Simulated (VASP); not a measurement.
Given:

```xyz
2
Lattice="0.0000 2.7250 2.7250 2.7250 0.0000 2.7250 2.7250 2.7250 0.0000" Properties=species:S:1:pos:R:3 pbc="T T T"
Ga     0.0000     0.0000     0.0000
P      1.3625     1.3625     1.3625
```

Computed with G0W0 on PBE orbitals, VASP's PBE PAW potentials (set 64) (plane waves; VASP 6.6.1). Numerical set-up: PREC = Normal, 500 eV cut-off, 6×6×6 Γ-centred mesh, Gaussian smearing of 0.010 eV, potentials Ga_d_GW P_GW.

The mesh is coarse and the basis finite, so the quasiparticle values are not converged.

NBANDS = 120, ENCUTGW = 180 eV, NOMEGA = 64. The PBE levels (eV) that the step starts from are:

| state | KS energy | filling |
|---|---|---|
| k1 (0.00, 0.00, 0.00), band 6 | -8.13 | 2 |
| k1 (0.00, 0.00, 0.00), band 7 | 4.37 | 2 |
| k1 (0.00, 0.00, 0.00), band 8 | 4.37 | 2 |
| k1 (0.00, 0.00, 0.00), band 9 | 4.37 | 2 |
| k1 (0.00, 0.00, 0.00), band 10 | 6.19 | 0 |
| k1 (0.00, 0.00, 0.00), band 11 | 8.25 | 0 |
| k1 (0.00, 0.00, 0.00), band 12 | 8.25 | 0 |
| k1 (0.00, 0.00, 0.00), band 13 | 8.25 | 0 |
| k7 (0.50, 0.17, 0.00), band 6 | -5.92 | 2 |
| k7 (0.50, 0.17, 0.00), band 7 | -1.95 | 2 |
| k7 (0.50, 0.17, 0.00), band 8 | 1.80 | 2 |
| k7 (0.50, 0.17, 0.00), band 9 | 2.74 | 2 |
| k7 (0.50, 0.17, 0.00), band 10 | 7.10 | 0 |
| k7 (0.50, 0.17, 0.00), band 11 | 9.04 | 0 |
| k7 (0.50, 0.17, 0.00), band 12 | 10.23 | 0 |
| k7 (0.50, 0.17, 0.00), band 13 | 11.67 | 0 |
| k9 (-0.17, 0.17, 0.00), band 6 | -7.21 | 2 |
| k9 (-0.17, 0.17, 0.00), band 7 | 0.59 | 2 |
| k9 (-0.17, 0.17, 0.00), band 8 | 2.28 | 2 |
| k9 (-0.17, 0.17, 0.00), band 9 | 3.85 | 2 |
| k9 (-0.17, 0.17, 0.00), band 10 | 7.59 | 0 |
| k9 (-0.17, 0.17, 0.00), band 11 | 9.10 | 0 |
| k9 (-0.17, 0.17, 0.00), band 12 | 9.14 | 0 |
| k9 (-0.17, 0.17, 0.00), band 13 | 10.22 | 0 |

**Question.** Give the quasiparticle energies and renormalisation factors Z.

**Answer.** 
| state | QP energy (eV) | Z |
|---|---|---|
| k1 (0.00, 0.00, 0.00), band 6 | -8.57 | 0.64 |
| k1 (0.00, 0.00, 0.00), band 7 | 3.83 | 0.76 |
| k1 (0.00, 0.00, 0.00), band 8 | 3.83 | 0.76 |
| k1 (0.00, 0.00, 0.00), band 9 | 3.83 | 0.76 |
| k1 (0.00, 0.00, 0.00), band 10 | 6.56 | 0.77 |
| k1 (0.00, 0.00, 0.00), band 11 | 8.48 | 0.77 |
| k1 (0.00, 0.00, 0.00), band 12 | 8.48 | 0.77 |
| k1 (0.00, 0.00, 0.00), band 13 | 8.48 | 0.77 |
| k7 (0.50, 0.17, 0.00), band 6 | -6.44 | 0.68 |
| k7 (0.50, 0.17, 0.00), band 7 | -2.51 | 0.70 |
| k7 (0.50, 0.17, 0.00), band 8 | 1.20 | 0.74 |
| k7 (0.50, 0.17, 0.00), band 9 | 2.13 | 0.75 |
| k7 (0.50, 0.17, 0.00), band 10 | 7.32 | 0.77 |
| k7 (0.50, 0.17, 0.00), band 11 | 9.25 | 0.76 |
| k7 (0.50, 0.17, 0.00), band 12 | 10.45 | 0.75 |
| k7 (0.50, 0.17, 0.00), band 13 | 11.80 | 0.74 |
| k9 (-0.17, 0.17, 0.00), band 6 | -7.71 | 0.66 |
| k9 (-0.17, 0.17, 0.00), band 7 | 0.03 | 0.72 |
| k9 (-0.17, 0.17, 0.00), band 8 | 1.68 | 0.75 |
| k9 (-0.17, 0.17, 0.00), band 9 | 3.30 | 0.76 |
| k9 (-0.17, 0.17, 0.00), band 10 | 7.95 | 0.76 |
| k9 (-0.17, 0.17, 0.00), band 11 | 9.23 | 0.76 |
| k9 (-0.17, 0.17, 0.00), band 12 | 9.39 | 0.75 |
| k9 (-0.17, 0.17, 0.00), band 13 | 10.38 | 0.75 |
On the mesh the gap opens from 1.65 to 2.16 eV.

The compound is GaP in the zinc blende structure. The cell was not relaxed at this level.
